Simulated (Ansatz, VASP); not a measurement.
## NaMgF3 (Neighborite): VASP beside Ansatz

The input INCAR:

```
SYSTEM = NaMgF3
PREC = Accurate ; ENCUT = 520
EDIFF = 1E-7 ; ISMEAR = 0
SIGMA = 0.01 ; LREAL = .False.
LASPH = .True. ; NELM = 100
ALGO = Normal ; ISIF = 2
LWAVE = .False. ; LCHARG = .True.
LELF = .True. ; LVHAR = .True.
NBANDS = 23
```

The input KPOINTS:

```
regular mesh
0
Gamma
  5 5 5
  0 0 0
```

Contents of POSCAR:

```
NaMgF3
1.0
    3.8760000000      0.0000000000      0.0000000000
    0.0000000000      3.8760000000      0.0000000000
    0.0000000000      0.0000000000      3.8760000000
Na Mg F
1 1 3
Direct
    0.0000000000      0.0000000000      0.0051599587
    0.5000000000      0.5000000000      0.5000000000
    0.5000000000      0.5000000000      0.0000000000
    0.0000000000      0.5000000000      0.5000000000
    0.5000000000      0.0000000000      0.5000000000
```

Input for Ansatz:

```yaml
crystal:
  lattice:
    - [3.876, 0.0, 0.0]
    - [0.0, 3.876, 0.0]
    - [0.0, 0.0, 3.876]
  atoms:
    - { symbol: Na, position: [0.0, 0.0, 0.005159958720330238] }
    - { symbol: Mg, position: [0.5, 0.5, 0.5] }
    - { symbol: F, position: [0.5, 0.5, 0.0] }
    - { symbol: F, position: [0.0, 0.5, 0.5] }
    - { symbol: F, position: [0.5, 0.0, 0.5] }
kpoints:
  mp_grid:
    grid: [5, 5, 5]
hamiltonian:
  xc: lda
  pseudopotentials:
    kind: paw
scf:
  occupations:
    method: fixed
output:
  forces: true
```

Alike in both runs: task single point; functional LDA; k mesh 5 × 5 × 5; no spin polarisation.

|  | VASP | Ansatz |
| --- | --- | --- |
| version | VASP 6.6.1 | Ansatz 0.2.0 |
| potentials or method | VASP PAW LDA potentials, release 64 (Na_pv, Mg, F) | plane waves, PAW |
| plane-wave cutoff (eV) | 520 | 420 |
| occupations | gaussian, width 0.01 eV | fixed |
| valence electrons in the cell | 30 | 40 |

|  | VASP | Ansatz | Ansatz less VASP |
| --- | --- | --- | --- |
| rms of the force components (eV/Å) | 0.008 | 0.008 | -0.0001 |

Atom by atom the forces differ by 0.000 eV/Å (rms over components). The two sets of potentials don't hold the same shells in valence.

A k mesh can miss the band edges.
